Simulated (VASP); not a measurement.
Input:

```
CELL_PARAMETERS angstrom
      4.05522     0.00000     0.00000
      0.00000     4.05522     0.00000
      0.00000     0.00000     4.05522
ATOMIC_POSITIONS crystal
  K  0.00000 0.00000 0.00000
  Mg 0.50000 0.50000 0.50000
  F  0.50000 0.00000 0.50000
  F  0.00000 0.50000 0.50000
  F  0.50000 0.50000 0.00000
```

The numbers are results of TPSS meta-GGA, VASP's PBE PAW potentials (set 64) (plane waves; VASP), not measurements. Settings: 520 eV cut-off, 6×6×6 Γ-centred mesh, Gaussian smearing of 0.050 eV, potentials K_sv Mg F.

Predict the energy per atom (σ→0), pressure, band gap (on the k-mesh) with the smallest direct gap where there is one.

```json
{
 "band gap (on the k-mesh)": "7.25 eV",
 "smallest direct gap (on the k-mesh)": "7.58 eV",
 "energy per atom (σ→0)": "-8.530 eV/atom",
 "pressure": "-1.66 GPa"
}
```

The compound is KMgF3 in the cubic perovskite structure. This cell is one point of a volume scan, at 1.03 of the reference volume.
